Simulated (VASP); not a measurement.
# Fe: magnetic orders, part 2 of 2

Wanted: the lowest of several collinear orders of Fe. The start is a cell from a database of measured crystal structures.

VASP 6.6.1, plane waves and PAW; the level of theory is named at each step.

Still holding for the runs below: The magnetic state follows from one typed start and may not be the lowest.

So far, largest spin moment in the PAW sphere (μB): step 2 (magnetic order, 1 atoms, start order ferro) 2.32.

The database entry behind the starting cell differs from later determinations by our own check (an axis about 0.7 % long against later determinations), so it need not match the best structure at ambient conditions.

### Step 3. Magnetic order, 2 atoms, start order antiferro q=(1/2,1/2,1/2) (continued)

Level of this step: PBE, spin-polarised, from moments of both signs; plane waves and PAW (Fe) (VASP).

Spin density in the ac plane at fractional y = 0.000, with atoms of Fe within 0.2 Å of it.

Values in e/Å³, 8 rows by 14 columns, each cell a mean:
```
 2.1  1.5  0.4  0.0  0.0 -0.2 -1.1 -2.1 -1.6 -0.4  0.0  0.0  0.2  1.0
 0.8  0.8  0.4  0.1  0.0  0.0 -0.3 -0.8 -0.8 -0.4 -0.1  0.0  0.0  0.2
 0.1  0.2  0.1  0.0  0.0  0.0  0.0 -0.1 -0.2 -0.1  0.0  0.0  0.0  0.0
 0.0  0.0  0.0  0.0  0.0  0.0  0.0  0.0  0.0  0.0  0.0  0.0  0.0  0.0
 0.0  0.0  0.0  0.0  0.0 -0.1 -0.1  0.0  0.0  0.0  0.0  0.0  0.1  0.1
 0.2  0.0  0.0  0.0 -0.1 -0.3 -0.5 -0.2  0.0  0.0  0.0  0.1  0.3  0.5
 1.1  0.3  0.0  0.0 -0.2 -0.8 -1.5 -1.1 -0.3  0.0  0.0  0.2  0.8  1.5
 2.4  1.0  0.2  0.0 -0.1 -0.7 -2.1 -2.4 -1.1 -0.1  0.0  0.1  0.6  2.1
```
Columns run along a (5.0 Å), rows up along c (2.9 Å). Atoms in or near the plane, at fractional coordinates: Fe at (0.00, 0.00), Fe at (0.50, 0.00).

Valence density in the ac plane at fractional y = 0.000, with atoms of Fe within 0.2 Å of it. It is the smooth field of the valence electrons, not physical close to the nuclei.

Values in e/Å³, 8 rows by 14 columns, each cell a mean:
```
6.3 4.8 1.6 0.4 0.3 0.8 3.3 6.1 4.9 1.5 0.4 0.3 0.8 3.2
2.2 2.6 1.4 0.4 0.3 0.3 0.8 2.1 2.7 1.4 0.4 0.3 0.3 0.7
0.4 0.7 0.6 0.4 0.3 0.2 0.3 0.4 0.7 0.6 0.4 0.3 0.2 0.3
0.2 0.3 0.3 0.3 0.3 0.3 0.2 0.2 0.3 0.3 0.3 0.3 0.3 0.2
0.3 0.2 0.3 0.3 0.4 0.4 0.4 0.3 0.2 0.3 0.3 0.4 0.4 0.4
0.7 0.3 0.3 0.3 0.6 1.4 1.4 0.7 0.3 0.3 0.3 0.6 1.3 1.4
3.1 1.0 0.3 0.3 0.7 2.8 4.6 3.2 1.0 0.3 0.3 0.8 2.7 4.7
7.2 3.3 0.8 0.3 0.5 2.3 6.3 7.1 3.4 0.7 0.3 0.5 2.3 6.3
```
Columns run along a (5.0 Å), rows up along c (2.9 Å). Atoms in or near the plane, at fractional coordinates: Fe at (0.00, 0.00), Fe at (0.50, 0.00).

The largest moment at the end is 1.85 μB, and the moments of the cell sum to 0.00 μB.

### Step 4. Magnetic order, 2 atoms, start order antiferro q=(0,0,1/2)

INCAR reads:

```
SYSTEM = Fe
PREC = Accurate
ENCUT = 350
EDIFF = 1E-06
NELM = 150
ISMEAR = -1
SIGMA = 0.15
LREAL = .FALSE.
ALGO = Normal
GGA = PE
ISPIN = 2
MAGMOM = 2.8 -2.8
LMAXMIX = 4
LORBIT = 11
LWAVE = .FALSE.
LCHARG = .FALSE.
KPAR = 4
AMIX = 0.2
BMIX = 1E-04
AMIX_MAG = 0.8
BMIX_MAG = 1E-04
```

POSCAR reads:

```
Fe
1.0
   -1.4430000000      1.4430000000      1.4430000000
    1.4430000000     -1.4430000000      1.4430000000
    2.8860000000      2.8860000000     -2.8860000000
Fe
2
Direct
    0.0000000000      0.0000000000      0.0000000000
    0.0000000000      0.0000000000      0.5000000000
```

KPOINTS reads:

```
Automatic mesh
0
Gamma
22 22 11
0 0 0
```

The projector-augmented-wave data sets are Fe (PBE family, release 64).

Run with:

```console
> mpirun -np 4 vasp_std
```

Output:

```text
[... set-up lines as in an earlier step ...]
 entering main loop
       N       E                     dE             d eps       ncg     rms          rms(c)
DAV:   1     0.718771621529E+02    0.71877E+02   -0.58474E+03 38832   0.126E+03
DAV:   2    -0.155185351289E+02   -0.87396E+02   -0.81149E+02 38964   0.277E+02
DAV:   3    -0.186077347793E+02   -0.30892E+01   -0.27101E+01 43308   0.650E+01
DAV:   4    -0.186801873494E+02   -0.72453E-01   -0.69972E-01 39736   0.893E+00
[...]
DAV:  13    -0.161096600775E+02   -0.48629E-05   -0.16573E-05 51168   0.816E-02    0.261E-02
DAV:  14    -0.161096615124E+02   -0.14349E-05   -0.52820E-06 38156   0.471E-02    0.143E-02
DAV:  15    -0.161096605407E+02    0.97170E-06   -0.22806E-06 22648   0.329E-02
   1 F= -.16109661E+02 E0= -.15991721E+02  d E =-.235880E+00  mag=     0.0000
```

Run time: 38 s. Hardware: 4 MPI ranks of Intel Xeon 6975P-C (Granite Rapids), shared host; peak memory 1.2 GiB; 2.4 min of CPU time.

Parts of OUTCAR (step 4):

```text
  Total       -1.8086137     -1.8086137     -0.9286073      0.8636210      0.0000000      0.0000000
  in kB     -120.5500542   -120.5500542    -61.8947325     57.5631794      0.0000000      0.0000000
  external PRESSURE =    -100.9982803 kB  Pullay stress =       0.0000000 kB

 POSITION                                       TOTAL-FORCE (eV/Angst)
 -----------------------------------------------------------------------------------
      0.00000      0.00000      0.00000         0.000000     -0.000000      0.000000
      1.44300      1.44300     -1.44300        -0.000000      0.000000     -0.000000
 -----------------------------------------------------------------------------------
    total drift:                                0.000000      0.000000     -0.000000

  FREE ENERGIE OF THE ION-ELECTRON SYSTEM (eV)
  ---------------------------------------------------
  free  energy   TOTEN  =       -16.1096605407 eV

  energy  without entropy=      -15.8737808205  energy(sigma->0) =      -15.99172068

 magnetization (x)
# of ion       s       p       d       tot
------------------------------------------
    1        0.014   0.029   2.098   2.142
    2       -0.014  -0.029  -2.098  -2.142
--------------------------------------------------
tot          0.000   0.000   0.000   0.000

[... 3 further parts left out ...]
[key lines of the parts left out:]
E-fermi :   5.5914
```

The largest moment at the end is 2.14 μB, and the moments of the cell sum to 0.00 μB.

### Step 5. Summary

This step: collinear magnetic orders, PBE; plane waves and PAW (VASP 6.6.1).

No new run; the numbers come from the runs before.

This step gave:

- mean moment in the lowest run: 2.322 μB

Orders, by row:

```csv
order,signs,energy above the lowest (meV/magnetic atom),total moment (μB),mean moment on carriers (μB),gap on the mesh (eV),"signs at the end, of the atoms given a moment"
ferro,+,0,2.316,2.322,0,+
"antiferro q=(1/2,1/2,1/2)",+-,466.7,0,1.855,0,+-
"antiferro q=(0,0,1/2)",+-,226,0,2.142,0,+-
```

### Step 6. Results

| Item | Value |
| --- | --- |
| lowest order | fm |
| mean moment in the lowest run | 2.32 μB |

What this shows: The lowest run started as ferro and holds 2.32 μB on average over the atoms that were given a moment; the next state, from antiferro q=(0,0,1/2), lies 226.0 meV a magnetic atom higher. It ends with the signs + and a net moment of 2.32 μB a cell: all moments parallel. The cell was not relaxed for each state; their pressures run from -11.0 to -8.6 GPa, which can move the order. Only these collinear orders were tried, and their comparison leaves spin-orbit coupling out.

[Lines on the potential files, build, host, timing and source positions are cut from VASP's logs without a mark.]

[Logs are printed without paths, hosts, clocks, repeated set-up lines and the standing remarks that a program may print on its own settings, such as how far it seeks lower states.]

[Hosts, paths, dates, database ids (printed as entryN), source tags and the programs' standing remarks are cut or masked in the printed files.]

[Runs that stopped without an error message from VASP are left out.]
